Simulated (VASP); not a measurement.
OSZICAR of a VASP run on InP (zinc blende):

File OSZICAR:
```
       N       E                     dE             d eps       ncg     rms          rms(c)
DAV:   1     0.103266314238E+03    0.10327E+03   -0.75659E+03   525   0.129E+03
DAV:   2    -0.157267596767E+01   -0.10484E+03   -0.10121E+03   560   0.303E+02
DAV:   3    -0.860034485496E+01   -0.70277E+01   -0.69855E+01   670   0.843E+01
DAV:   4    -0.879390455868E+01   -0.19356E+00   -0.19343E+00   630   0.153E+01
DAV:   5    -0.880377404140E+01   -0.98695E-02   -0.98692E-02   750   0.296E+00    0.564E+00
DAV:   6    -0.840912895557E+01    0.39465E+00   -0.74840E-01   755   0.158E+01    0.347E+00
DAV:   7    -0.838137740741E+01    0.27752E-01   -0.20669E-01   713   0.395E+00    0.125E+00
DAV:   8    -0.838158320984E+01   -0.20580E-03   -0.17528E-02   660   0.195E+00    0.384E-01
DAV:   9    -0.838231358394E+01   -0.73037E-03   -0.23869E-03   648   0.752E-01    0.200E-01
DAV:  10    -0.838235329556E+01   -0.39712E-04   -0.21540E-04   674   0.126E-01    0.138E-01
DAV:  11    -0.838240502689E+01   -0.51731E-04   -0.43976E-05   575   0.513E-02    0.419E-02
DAV:  12    -0.838241766505E+01   -0.12638E-04   -0.42064E-05   613   0.118E-01    0.230E-02
DAV:  13    -0.838241777668E+01   -0.11163E-06   -0.19212E-06   530   0.149E-02
   1 F= -.83824178E+01 E0= -.83824178E+01  d E =-.838242E+01
       N       E                     dE             d eps       ncg     rms          rms(c)
DAV:   1    -0.906604244069E+01   -0.68362E+00   -0.18519E+01   660   0.101E+02    0.507E+00
DAV:   2    -0.850913389130E+01    0.55691E+00   -0.11021E+00   670   0.248E+01    0.202E+00
DAV:   3    -0.839965445704E+01    0.10948E+00   -0.37384E-01   665   0.137E+01    0.996E-01
DAV:   4    -0.839968921499E+01   -0.34758E-04   -0.15159E-02   560   0.134E+00    0.766E-01
DAV:   5    -0.839764153396E+01    0.20477E-02   -0.15750E-03   598   0.466E-01    0.369E-01
DAV:   6    -0.839727099271E+01    0.37054E-03   -0.72814E-04   626   0.285E-01    0.379E-02
DAV:   7    -0.839727062970E+01    0.36300E-06   -0.83738E-05   694   0.145E-01    0.132E-02
DAV:   8    -0.839727329592E+01   -0.26662E-05   -0.23678E-05   655   0.104E-01    0.101E-02
DAV:   9    -0.839727162963E+01    0.16663E-05   -0.30620E-06   580   0.356E-02    0.282E-03
DAV:  10    -0.839727201821E+01   -0.38858E-06   -0.20936E-07   330   0.417E-03
   2 F= -.83972720E+01 E0= -.83972720E+01  d E =-.148542E-01
       N       E                     dE             d eps       ncg     rms          rms(c)
DAV:   1    -0.848262176556E+01   -0.85350E-01   -0.19903E+00   650   0.298E+01    0.192E+00
DAV:   2    -0.841356152277E+01    0.69060E-01   -0.14971E-01   655   0.101E+01    0.653E-01
DAV:   3    -0.840236698146E+01    0.11195E-01   -0.34117E-02   670   0.425E+00    0.393E-01
DAV:   4    -0.840231118178E+01    0.55800E-04   -0.13434E-03   553   0.372E-01    0.286E-01
DAV:   5    -0.840216416940E+01    0.14701E-03   -0.19757E-04   649   0.155E-01    0.893E-02
DAV:   6    -0.840217754967E+01   -0.13380E-04   -0.71083E-05   800   0.112E-01    0.266E-02
DAV:   7    -0.840217025693E+01    0.72927E-05   -0.86262E-06   622   0.398E-02    0.403E-03
DAV:   8    -0.840216969814E+01    0.55879E-06   -0.39390E-07   295   0.808E-03
   3 F= -.84021697E+01 E0= -.84021697E+01  d E =-.197519E-01
```

Q: Which electronic solver shows in the log?

A: It is blocked Davidson (ALGO = Normal, or the opening steps of other solvers). The INCAR had ALGO = Normal.

Q: Can the final energy be trusted as converged?

A: Self-consistency was reached. It stopped with EDIFF = 1E-6, NELM = 100, NSW = 60 and EDIFFG = -0.01 after 3 ionic steps (PBE GGA, plane waves, VASP's PBE PAW potentials (set 64)). Energy and stress use the plane-wave basis of the starting cell.

The compound is InP in the zinc blende structure. This run relaxes it. Symmetry was kept, so distortions that lower it aren't found.
